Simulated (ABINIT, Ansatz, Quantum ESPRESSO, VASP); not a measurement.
**Code comparison for Tl (P6_3/mmc, 2 atoms in the cell)**

Self-consistent single point, at a second geometry (lattice scaled by 0.98). First geometry:

```yaml
crystal:
  lattice:
    - [1.71651, -2.97308, 0.00000]
    - [1.71651, 2.97308, 0.00000]
    - [0.00000, 0.00000, 5.47694]
  atoms:
    - { symbol: Tl, position: [0.33333, 0.66667, 0.25000] }
    - { symbol: Tl, position: [0.66667, 0.33333, 0.75000] }
```

Shared settings, as Ansatz (a quantum-chemistry and plane-wave program) writes them: kpoints.mp_grid.grid = 8 8 4; scf.occupations.method = gaussian; scf.occupations.width = 0.05 eV. Potentials and cutoffs stand in the table.

```csv
code,model,ΔF from the first geometry (meV/atom),pressure (GPa),cutoff
ABINIT,"PBE, norm-conserving pseudopotentials (PseudoDojo nc-sr-05 PBE standard)",64.5,8.06,30 Ha
Ansatz,"PBE, default PAW files",66.3,8.22,default
VASP,"PBE, VASP's PBE PAW potentials (set 64)",66.2,7.65,300 eV
Quantum ESPRESSO,"PBE, SSSP 1.1.2 efficiency (PBE) pseudopotentials",66.2,6.55,40 Ry
```

For VASP (by 0.6 GPa) and Quantum ESPRESSO (by 1.7 GPa) the energy change implies a higher mean pressure, against the two pressures, than for the other programs: a sign of finite-basis (Pulay) stress.

On Ansatz's run: spin-orbit coupling is off.

The spread over the programs that give each value: ΔF from the first geometry within 1.8 meV/atom; pressure within 1.67 GPa.

Ansatz's pressure is given at a fixed set of plane waves, as the other plane-wave codes print theirs; with its correction for the finite basis it is 8.27 GPa. In the pressure, Quantum ESPRESSO (by 1.30) lies more than 1 GPa from the median of the plane-wave programs.

VASP's run is marked for a possible Pulay error in its stress at this cutoff; no cutoff test was made.

The starting cell has typed, rounded lattice constants, without a prior relaxation at this level. Its lattice was rescaled by a random factor within 2.5 % of one. For this run, on top of that: lattice scaled by 0.98.

Left out of this page: GPAW, CP2K, Elk, FLEUR and SIESTA (not drawn, or without a comparable value).

Keys are those of Ansatz 0.2.
